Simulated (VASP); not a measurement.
# GaN: the band gap, functional by functional

Aim: the gap of GaN on one structure at many levels of theory. The starting structure is a measured crystal structure from the Crystallography Open Database. Cell and atoms stay as given. Meshes and data sets differ where the inputs say so.

Main program and level: VASP 6.6.1; Kohn-Sham DFT with plane waves and PAW; 9 levels of theory, named at each step.

The database entry behind the starting cell has ideal inner coordinates that were not refined, so it need not match the best structure at ambient conditions.

### 1. The structure

Symmetry: P6_3mc, No. 186, hexagonal system. The conventional cell has a = 3.190 Å, b = 3.190 Å, c = 5.189 Å, α = 90.00°, β = 90.00°, γ = 120.00°. Ga has 4 N at 1.95 Å nearest. Nearest to N lie 4 Ga at 1.95 Å. Farther neighbours and most contacts between anions are not listed.

Structure file:

```xyz
4
Lattice="3.1900 0.0000 0.0000 -1.5950 2.7626 0.0000 0.0000 0.0000 5.1890" Properties=species:S:1:pos:R:3 pbc="T T T"
Ga    0.0000    1.8417    2.5945
Ga    1.5950    0.9209    0.0000
N     0.0000    1.8417    4.5404
N     1.5950    0.9209    1.9459
```

### 2. Bands with LDA

LDA, the lowest rung, knows the local density alone.

Input file INCAR:

```
SYSTEM = GaN
PREC = Accurate
ENCUT = 460
EDIFF = 1E-06
NELM = 100
ISMEAR = 0
SIGMA = 0.03
LREAL = .FALSE.
ALGO = Normal
GGA = CA
NBANDS = 32
LORBIT = 11
LWAVE = .FALSE.
LCHARG = .FALSE.
KPAR = 8
LASPH = .TRUE.
```

Input file POSCAR:

```
GaN
1.0
    3.1900000000      0.0000000000      0.0000000000
   -1.5950000000      2.7626210381      0.0000000000
    0.0000000000      0.0000000000      5.1890000000
Ga N
2 2
Direct
    0.3333333333      0.6666666667      0.5000000000
    0.6666666667      0.3333333333      0.0000000000
    0.3333333333      0.6666666667      0.8750000000
    0.6666666667      0.3333333333      0.3750000000
```

Input file KPOINTS:

```
Automatic mesh
0
Gamma
8 8 4
0 0 0
```

Input file KPOINTS_OPT:

```
Line mode
10
Line-mode
Reciprocal
  0.00000000   0.00000000   0.00000000 GAMMA
  0.50000000   0.00000000   0.00000000 M

  0.50000000   0.00000000   0.00000000 M
  0.33333333   0.33333333   0.00000000 K

  0.33333333   0.33333333   0.00000000 K
  0.00000000   0.00000000   0.00000000 GAMMA

  0.00000000   0.00000000   0.00000000 GAMMA
  0.00000000   0.00000000   0.50000000 A

  0.00000000   0.00000000   0.50000000 A
  0.50000000   0.00000000   0.50000000 L

  0.50000000   0.00000000   0.50000000 L
  0.33333333   0.33333333   0.50000000 H

  0.33333333   0.33333333   0.50000000 H
  0.00000000   0.00000000   0.50000000 A

  0.50000000   0.00000000   0.50000000 L
  0.50000000   0.00000000   0.00000000 M

  0.33333333   0.33333333   0.00000000 K
  0.33333333   0.33333333   0.50000000 H
```

PAW data sets: Ga_d and N (LDA family, release 64).

Run with:

```bash
$ mpirun -np 8 vasp_std
```

The log of the run:

```text
[banner, memory and clock lines left out]
running    8 mpi-ranks, on    1 nodes
 distrk:  each k-point on    1 cores,    8 groups
 distr:  one band on    1 cores,    1 groups

 POSCAR found type information on POSCAR GaN
 POSCAR found :  2 types and       4 ions
|                                                                             |
|           W    W    AA    RRRRR   N    N  II  N    N   GGGG   !!!           |
|           W    W   A  A   R    R  NN   N  II  NN   N  G    G  !!!           |
|           W    W  A    A  R    R  N N  N  II  N N  N  G       !!!           |
|           W WW W  AAAAAA  RRRRR   N  N N  II  N  N N  G  GGG   !            |
|           WW  WW  A    A  R   R   N   NN  II  N   NN  G    G                |
|           W    W  A    A  R    R  N    N  II  N    N   GGGG   !!!           |
|                                                                             |
|     For optimal performance we recommend to set                             |
|       NCORE = 2 up to number-of-cores-per-socket                            |
|     NCORE specifies how many cores store one orbital (NPAR=cpu/NCORE).      |
|     This setting can greatly improve the performance of VASP for DFT.       |
|     The default, NCORE=1 might be grossly inefficient on modern             |
|     multi-core architectures or massively parallel machines. Do your        |
|     Unfortunately you need to use the default for GW and RPA                |
|     calculations (for HF NCORE is supported but not extensively tested      |
|     yet).                                                                   |
|                                                                             |

 LDA part: xc-table for (Slater(with rela. corr.)+CA(PZ))
 , standard interpolation
 POSCAR, INCAR and KPOINTS ok, starting setup
 FFT: planning ... GRIDC
 FFT: planning ... GRID_SOFT
 FFT: planning ... GRID
 WAVECAR not read
 entering main loop
       N       E                     dE             d eps       ncg     rms          rms(c)
DAV:   1     0.281043190609E+03    0.28104E+03   -0.15278E+04  2344   0.195E+03
DAV:   2     0.739026753030E+01   -0.27365E+03   -0.25018E+03  1960   0.467E+02
DAV:   3    -0.307974837472E+02   -0.38188E+02   -0.37592E+02  2288   0.121E+02
DAV:   4    -0.319060539534E+02   -0.11086E+01   -0.11076E+01  2176   0.231E+01
DAV:   5    -0.319215675140E+02   -0.15514E-01   -0.15512E-01  2296   0.278E+00    0.106E+01
DAV:   6    -0.279525669072E+02    0.39690E+01   -0.69327E+00  3184   0.400E+01    0.332E+00
DAV:   7    -0.279504546107E+02    0.21123E-02   -0.95978E-01  2072   0.683E+00    0.255E+00
DAV:   8    -0.279126891417E+02    0.37765E-01   -0.21528E-01  2768   0.338E+00    0.156E+00
DAV:   9    -0.278900383093E+02    0.22651E-01   -0.40334E-02  2920   0.259E+00    0.468E-01
DAV:  10    -0.278907341479E+02   -0.69584E-03   -0.53035E-03  2320   0.505E-01    0.235E-01
DAV:  11    -0.278904015905E+02    0.33256E-03   -0.11263E-03  3072   0.584E-01    0.107E-01
DAV:  12    -0.278904133763E+02   -0.11786E-04   -0.17707E-04  2144   0.695E-02    0.108E-01
DAV:  13    -0.278904547503E+02   -0.41374E-04   -0.26255E-05  2608   0.342E-02    0.198E-01
DAV:  14    -0.278904073938E+02    0.47356E-04   -0.19035E-04  2512   0.849E-02    0.569E-02
DAV:  15    -0.278904041954E+02    0.31984E-05   -0.92821E-06  2288   0.180E-02    0.424E-02
DAV:  16    -0.278904018421E+02    0.23533E-05   -0.20931E-06  1744   0.872E-03    0.234E-02
DAV:  17    -0.278904009281E+02    0.91400E-06   -0.22686E-06  1888   0.868E-03
   1 F= -.27890401E+02 E0= -.27890401E+02  d E =-.966472E-27
 Start KPOINTS_OPT (optional k-point list driver)
k-point batch [1-30\90]
       N       E                     dE             ncg
DAV:   1     0.359542179767E+04   -0.24046E+05     2424
DAV:   2    -0.422205984630E+04   -0.78175E+04     1944
DAV:   3    -0.529131427993E+04   -0.10693E+04     2272
DAV:   4    -0.532217126114E+04   -0.30857E+02     2144
DAV:   5    -0.532258846792E+04   -0.41721E+00     2352
DAV:   6    -0.532260556332E+04   -0.17095E-01     2600
DAV:   7    -0.532260604700E+04   -0.48367E-03     2512
DAV:   8    -0.532260605520E+04   -0.82075E-05     1832
DAV:   9    -0.532260605557E+04   -0.36918E-06     1584
[...]
k-point batch [61-90\90]
       N       E                     dE             ncg
DAV:   1     0.378524598742E+04   -0.33962E+05     2352
DAV:   2    -0.426441305701E+04   -0.80497E+04     1944
DAV:   3    -0.537475547806E+04   -0.11103E+04     2296
DAV:   4    -0.540564772024E+04   -0.30892E+02     2192
DAV:   5    -0.540606395633E+04   -0.41624E+00     2344
DAV:   6    -0.540607961174E+04   -0.15655E-01     2624
DAV:   7    -0.540608006670E+04   -0.45496E-03     2496
DAV:   8    -0.540608006891E+04   -0.22129E-05     1776
DAV:   9    -0.540608006908E+04   -0.17183E-06     1480
```

Wall time 22 s (8 MPI ranks of Intel Xeon Platinum 8375C at 2.90GHz (Ice Lake), shared host); peak memory 1.4 GiB.

The logs omit lines about the potential files and the build; timing stands in the text.

From OUTCAR (step 2):

```text
ion  position               nearest neighbor table
   1  0.333  0.667  0.500-   3 1.95   4 1.95   4 1.95   4 1.95
   2  0.667  0.333  0.000-   4 1.95   3 1.95   3 1.95   3 1.95
   3  0.333  0.667  0.875-   1 1.95   2 1.95   2 1.95   2 1.95
   4  0.667  0.333  0.375-   2 1.95   1 1.95   1 1.95   1 1.95

  LATTYP: Found a hexagonal cell.
 ALAT       =     3.1900000000
 C/A-ratio  =     1.6266457680

 Subroutine GETGRP returns: Found 12 space group operations
 (whereof  6 operations were pure point group operations)

The static configuration has the point symmetry C_3v.
 The point group associated with its full space group is C_6v.

 Found     30 irreducible k-points:

   k-points           NKPTS =     30   k-points in BZ     NKDIM =     30   number of bands    NBANDS=     32

   dimension x,y,z NGX =    24 NGY =   24 NGZ =   36
   dimension x,y,z NGXF=    48 NGYF=   48 NGZF=   72

   ENCUT  =  460.0 eV  33.81 Ry    5.81 a.u.   5.58  5.58  9.07*2*pi/ulx,y,z

   NELECT =      36.0000    total number of electrons

 k-points in reciprocal lattice and weights: Automatic mesh
   0.00000000  0.00000000  0.00000000       0.004
   0.12500000  0.00000000  0.00000000       0.023
   0.25000000  0.00000000  0.00000000       0.023
   0.37500000  0.00000000  0.00000000       0.023
   0.50000000  0.00000000  0.00000000       0.012
   0.12500000  0.12500000  0.00000000       0.023
   0.25000000  0.12500000  0.00000000       0.047
   0.37500000  0.12500000  0.00000000       0.047
   0.25000000  0.25000000  0.00000000       0.023
[...]
0.25000000  0.25000000  0.50000000       0.023
   0.37500000  0.25000000  0.50000000       0.023

 average (electrostatic) potential at core
       1 -64.7342       2 -64.7342       3 -61.9858       4 -61.9858

 E-fermi :   5.2839

 k-point     1 :       0.0000    0.0000    0.0000
  band No.  band energies     occupation
    ...
     14       4.0100      2.00000
     15       4.0100      2.00000
     16       4.9988      2.00000
     17       5.0649      2.00000
     18       5.0650      2.00000
     19       6.9781      0.00000
     20       9.2124      0.00000
     21      14.0975      0.00000
     22      14.7494      0.00000
     23      14.7494      0.00000
    ...

 k-point     2 :       0.1250    0.0000    0.0000
  band No.  band energies     occupation
    ...
     14       2.9441      2.00000
     15       3.6981      2.00000
     16       3.9149      2.00000
     17       4.8397      2.00000
     18       4.9277      2.00000
     19       8.0050      0.00000
     20      10.0665      0.00000
     21      13.5122      0.00000
     22      14.0214      0.00000
     23      15.1175      0.00000
    ...

 k-point     3 :       0.2500    0.0000    0.0000
  band No.  band energies     occupation
    ...
     14       1.0304      2.00000
     15       2.2027      2.00000
     16       3.0553      2.00000
     17       4.3143      2.00000
     18       4.5729      2.00000
     19       9.2962      0.00000
     20      10.8504      0.00000
     21      12.2698      0.00000
     22      13.4255      0.00000
     23      15.0690      0.00000
    ...

  Total       -1.8798362     -1.8798362     -1.4301244      0.0000000      0.0000000      0.0000000
  in kB      -65.8620024    -65.8620024    -50.1058832      0.0000000      0.0000000      0.0000000
  external PRESSURE =     -60.6099627 kB  Pullay stress =       0.0000000 kB

  energy-cutoff  :      460.00
  volume of cell :       45.73
      direct lattice vectors                 reciprocal lattice vectors
     3.190000000  0.000000000  0.000000000     0.313479624  0.180987545  0.000000000
    -1.595000000  2.762621038  0.000000000     0.000000000  0.361975090  0.000000000
     0.000000000  0.000000000  5.189000000     0.000000000  0.000000000  0.192715359

 POSITION                                       TOTAL-FORCE (eV/Angst)
 -----------------------------------------------------------------------------------
     -0.00000      1.84175      2.59450        -0.000000     -0.000000     -0.112106
      1.59500      0.92087      0.00000         0.000000      0.000000     -0.112106
     -0.00000      1.84175      4.54038        -0.000000     -0.000000      0.112106
      1.59500      0.92087      1.94588         0.000000     -0.000000      0.112106
 -----------------------------------------------------------------------------------
    total drift:                               -0.000000     -0.000001     -0.000447

  FREE ENERGIE OF THE ION-ELECTRON SYSTEM (eV)
  ---------------------------------------------------
  free  energy   TOTEN  =       -27.8904009281 eV

  energy  without entropy=      -27.8904009281  energy(sigma->0) =      -27.89040093

 total charge
# of ion       s       p       d       tot
------------------------------------------
    1        0.796   0.908  10.177  11.881
    2        0.796   0.908  10.177  11.881
    3        1.214   2.484   0.000   3.698
    4        1.214   2.484   0.000   3.698
--------------------------------------------------
tot          4.020   6.783  20.354  31.158

[... 3 further parts left out ...]
```

Spin-orbit coupling is off here; it would split degenerate levels. At this level the cell is under a tension of 6.1 GPa, so at these settings it is away from equilibrium.

LDA gives a direct gap of 1.913 eV.

### 3. Bands with PBE

PBE, the usual starting point, adds the gradient of the density.

Edit INCAR of step 2 so:

```diff
@@ -9,3 +9,3 @@
 ALGO = Normal
-GGA = CA
+GGA = PE
 NBANDS = 32
```

POSCAR is that of step 2.

KPOINTS is that of step 2.

KPOINTS_OPT is that of step 2.

PAW data sets: Ga_d and N (PBE family, release 64).

Run with:

```bash
$ mpirun -np 8 vasp_std
```

The log of the run:

```text
[banner, memory and clock lines left out]
running    8 mpi-ranks, on    1 nodes
[...]
[... a notice as in an earlier step ...]

 LDA part: xc-table for (Slater+PW92), standard interpolation
 POSCAR, INCAR and KPOINTS ok, starting setup
[...]
entering main loop
       N       E                     dE             d eps       ncg     rms          rms(c)
DAV:   1     0.284880919212E+03    0.28488E+03   -0.15278E+04  2344   0.196E+03
DAV:   2     0.111929980065E+02   -0.27369E+03   -0.25005E+03  1968   0.469E+02
DAV:   3    -0.271448326652E+02   -0.38338E+02   -0.37731E+02  2296   0.122E+02
DAV:   4    -0.283019443077E+02   -0.11571E+01   -0.11560E+01  2128   0.240E+01
[...]
DAV:  12    -0.243096420192E+02   -0.12462E-04   -0.86594E-05  2512   0.695E-02    0.617E-02
DAV:  13    -0.243096320011E+02    0.10018E-04   -0.15535E-05  2416   0.282E-02    0.114E-02
DAV:  14    -0.243096319156E+02    0.85467E-07   -0.28477E-06  2032   0.860E-03
   1 F= -.24309632E+02 E0= -.24309632E+02  d E =-.695928E-24
 Start KPOINTS_OPT (optional k-point list driver)
k-point batch [1-30\90]
       N       E                     dE             ncg
DAV:   1     0.392555822034E+04   -0.23716E+05     2424
DAV:   2    -0.389169458093E+04   -0.78173E+04     1944
DAV:   3    -0.496259053831E+04   -0.10709E+04     2280
DAV:   4    -0.499456885013E+04   -0.31978E+02     2152
DAV:   5    -0.499504895509E+04   -0.48010E+00     2352
DAV:   6    -0.499507002054E+04   -0.21065E-01     2712
DAV:   7    -0.499507036474E+04   -0.34420E-03     2440
DAV:   8    -0.499507036915E+04   -0.44161E-05     1800
DAV:   9    -0.499507036939E+04   -0.23690E-06     1544
[...]
k-point batch [61-90\90]
       N       E                     dE             ncg
DAV:   1     0.415525638357E+04   -0.33592E+05     2344
DAV:   2    -0.392563920269E+04   -0.80809E+04     1944
DAV:   3    -0.504464078840E+04   -0.11190E+04     2288
DAV:   4    -0.507760709439E+04   -0.32966E+02     2200
DAV:   5    -0.507809357198E+04   -0.48648E+00     2336
DAV:   6    -0.507811280390E+04   -0.19232E-01     2664
DAV:   7    -0.507811327053E+04   -0.46662E-03     2488
DAV:   8    -0.507811327375E+04   -0.32271E-05     1896
DAV:   9    -0.507811327396E+04   -0.21076E-06     1480
```

Run time: 17 s. Hardware: 8 MPI ranks; peak memory 1.5 GiB; 2.2 min of CPU time.

OUTCAR, selected parts (step 3):

```text
  Total        1.1765802      1.1765802      1.6235292      0.0000000      0.0000000      0.0000000
  in kB       41.2227021     41.2227021     56.8820216      0.0000000      0.0000000      0.0000000
  external PRESSURE =      46.4424752 kB  Pullay stress =       0.0000000 kB

 POSITION                                       TOTAL-FORCE (eV/Angst)
 -----------------------------------------------------------------------------------
     -0.00000      1.84175      2.59450         0.000000      0.000000     -0.117177
      1.59500      0.92087      0.00000        -0.000000     -0.000000     -0.117177
     -0.00000      1.84175      4.54038         0.000000     -0.000000      0.117177
      1.59500      0.92087      1.94588        -0.000000      0.000000      0.117177
 -----------------------------------------------------------------------------------
    total drift:                               -0.000001     -0.000001      0.000952

  FREE ENERGIE OF THE ION-ELECTRON SYSTEM (eV)
  ---------------------------------------------------
  free  energy   TOTEN  =       -24.3096319156 eV

  energy  without entropy=      -24.3096319156  energy(sigma->0) =      -24.30963192

[... 2 parts as in an earlier step ...]

[... 1 further part left out ...]
[key lines of the parts left out:]
E-fermi :   5.5216
```

PBE gives a direct gap of 1.897 eV. The least gap is -0.016 eV from that of LDA.

### 4. Bands with r2SCAN

r2SCAN adds the kinetic-energy density, costs more than a GGA and is run with LASPH.

Edit INCAR of step 3 so:

```diff
@@ -9,3 +9,4 @@
 ALGO = Normal
-GGA = PE
+METAGGA = R2SCAN
+LASPH = .TRUE.
 NBANDS = 32
@@ -15,2 +16 @@
 KPAR = 8
-LASPH = .TRUE.
```

POSCAR is that of step 3.

KPOINTS is that of step 3.

KPOINTS_OPT is that of step 3.

Run with:

```bash
$ mpirun -np 8 vasp_std
```

The log of the run:

```text
[banner, memory and clock lines left out]
running    8 mpi-ranks, on    1 nodes
[...]
[... a notice as in an earlier step ...]

|                                                                             |
|               ----> ADVICE to this user running VASP <----                  |
|                                                                             |
|     You enforced a specific xc type in the INCAR file but a different       |
|     [... a line on the potential file left out ...]
|     I HOPE YOU KNOW WHAT YOU ARE DOING!                                     |
|                                                                             |

 LDA part: xc-table for (None), standard interpolation
 POSCAR, INCAR and KPOINTS ok, starting setup
[...]
entering main loop
       N       E                     dE             d eps       ncg     rms          rms(c)
DAV:   1     0.266279825572E+03    0.26628E+03   -0.15688E+04  2344   0.201E+03
DAV:   2    -0.134670338999E+02   -0.27975E+03   -0.25571E+03  1968   0.480E+02
[...]
1 F= -.43815576E+02 E0= -.43815576E+02  d E =-.101521E-17
 Start KPOINTS_OPT (optional k-point list driver)
k-point batch [1-30\90]
       N       E                     dE             ncg
DAV:   1     0.359991881348E+04   -0.24041E+05     2416
DAV:   2    -0.450115905501E+04   -0.81011E+04     1936
DAV:   3    -0.558998192300E+04   -0.10888E+04     2288
DAV:   4    -0.562198937323E+04   -0.32007E+02     2128
DAV:   5    -0.562245896333E+04   -0.46959E+00     2376
DAV:   6    -0.562247852074E+04   -0.19557E-01     2608
DAV:   7    -0.562247896365E+04   -0.44290E-03     2536
DAV:   8    -0.562247897026E+04   -0.66115E-05     1768
DAV:   9    -0.562247897076E+04   -0.50646E-06     1600
[...]
k-point batch [61-90\90]
       N       E                     dE             ncg
DAV:   1     0.378306374302E+04   -0.33965E+05     2368
DAV:   2    -0.453965479129E+04   -0.83227E+04     1936
DAV:   3    -0.567560298801E+04   -0.11359E+04     2304
DAV:   4    -0.570825053669E+04   -0.32648E+02     2200
DAV:   5    -0.570873052290E+04   -0.47999E+00     2320
DAV:   6    -0.570875102883E+04   -0.20506E-01     2624
DAV:   7    -0.570875155617E+04   -0.52734E-03     2472
DAV:   8    -0.570875156521E+04   -0.90490E-05     1920
DAV:   9    -0.570875156585E+04   -0.63706E-06     1512
```

Elapsed: 48 s, on 8 MPI ranks; peak memory 1.5 GiB; 6.2 min of CPU time.

From OUTCAR (step 4):

```text
  Total       -0.3738079     -0.3738079      0.0170742      0.0000000      0.0000000      0.0000000
  in kB      -13.0967471    -13.0967471      0.5982128      0.0000000      0.0000000      0.0000000
  external PRESSURE =      -8.5317604 kB  Pullay stress =       0.0000000 kB

 POSITION                                       TOTAL-FORCE (eV/Angst)
 -----------------------------------------------------------------------------------
     -0.00000      1.84175      2.59450        -0.000000      0.000000     -0.134648
      1.59500      0.92087      0.00000         0.000000     -0.000000     -0.134648
     -0.00000      1.84175      4.54038         0.000000      0.000000      0.134648
      1.59500      0.92087      1.94588         0.000000      0.000000      0.134648
 -----------------------------------------------------------------------------------
    total drift:                                0.000002      0.000003     -0.049151

  FREE ENERGIE OF THE ION-ELECTRON SYSTEM (eV)
  ---------------------------------------------------
  free  energy   TOTEN  =       -43.8155760814 eV

  energy  without entropy=      -43.8155760814  energy(sigma->0) =      -43.81557608

[... 2 parts as in an earlier step ...]

[... 1 further part left out ...]
[key lines of the parts left out:]
E-fermi :   5.2226
```

r2SCAN gives a direct gap of 2.298 eV. The least gap is +0.385 eV from that of LDA.

(Continued in part 2 of 3.)

[Lines on the potential files, build, host, timing and source positions are cut from VASP's logs without a mark.]

[Logs are printed without paths, hosts, clocks, repeated set-up lines and the standing remarks that a program may print on its own settings, such as how far it seeks lower states.]

[Hosts, paths, dates, database ids (printed as entryN), source tags and the programs' standing remarks are cut or masked in the printed files.]
